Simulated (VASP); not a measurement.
A run of VASP 6.6.1:

INCAR

```
PREC = Accurate ; ENCUT = 450
EDIFF = 1E-5 ; ISMEAR = 0
SIGMA = 0.03 ; LREAL = Auto
LASPH = T ; NELM = 120
ALGO = Normal ; ISIF = 2
LWAVE = F ; LCHARG = F
ISPIN = 2 ; MAGMOM = 1 0 0 0 0 0 0 0 0 0 0 0 0 0 0 0 0 0 0 0 0 0 0 0
LORBIT = 11 ; NUPDOWN = 1
LMAXMIX = 4 ; LDAU = T
LDAUTYPE = 2 ; LDAUL = 2 -1 -1
LDAUU = 2 0 0 ; LDAUJ = 0 0 0
LDAUPRINT = 1 ; GGA = PS
NBANDS = 75 ; NELECT = 105.0
KPAR = 4
```

Contents of KPOINTS:

```
regular mesh
0
Gamma
  2 3 3
```

POSCAR

```
Si11WC12
1.0
    0.0000000000      6.5370000000      6.5370000000
    4.3580000000      0.0000000000      4.3580000000
    4.3580000000      4.3580000000      0.0000000000
W Si C
1 11 12
Direct
    0.0000000000      0.0000000000      0.0000000000
    0.0000000000      0.0000000000      0.5000000000
    0.0000000000      0.5000000000      0.0000000000
    0.0000000000      0.5000000000      0.5000000000
    0.3333330000      0.0000000000      0.0000000000
    0.3333330000      0.0000000000      0.5000000000
    0.3333330000      0.5000000000      0.0000000000
    0.3333330000      0.5000000000      0.5000000000
    0.6666670000      0.0000000000      0.0000000000
    0.6666670000      0.0000000000      0.5000000000
    0.6666670000      0.5000000000      0.0000000000
    0.6666670000      0.5000000000      0.5000000000
    0.0833333333      0.1250000000      0.1250000000
    0.0833333333      0.1250000000      0.6250000000
    0.0833333333      0.6250000000      0.1250000000
    0.0833333333      0.6250000000      0.6250000000
    0.4166663333      0.1250000000      0.1250000000
    0.4166663333      0.1250000000      0.6250000000
    0.4166663333      0.6250000000      0.1250000000
    0.4166663333      0.6250000000      0.6250000000
    0.7500003333      0.1250000000      0.1250000000
    0.7500003333      0.1250000000      0.6250000000
    0.7500003333      0.6250000000      0.1250000000
    0.7500003333      0.6250000000      0.6250000000
```

Potentials or basis: VASP PAW PBE potentials, release 64 (W_sv, Si, C).

Run with:

```sh
$ cat potpaw_PBE.64/W_sv/POTCAR potpaw_PBE.64/Si/POTCAR potpaw_PBE.64/C/POTCAR > POTCAR
$ mpirun -np 4 vasp_std > vasp.out
```

Hardware: 4 MPI ranks on Intel(R) Xeon(R) 6975P-C (Granite Rapids) (shared host).

Task: Estimate the wall time of this run.

Result: It took 80 s on 4 MPI ranks on Intel(R) Xeon(R) 6975P-C (Granite Rapids) (shared host), peak memory 0.56 GiB a rank. Counts: scf iterations 14, k points 8.
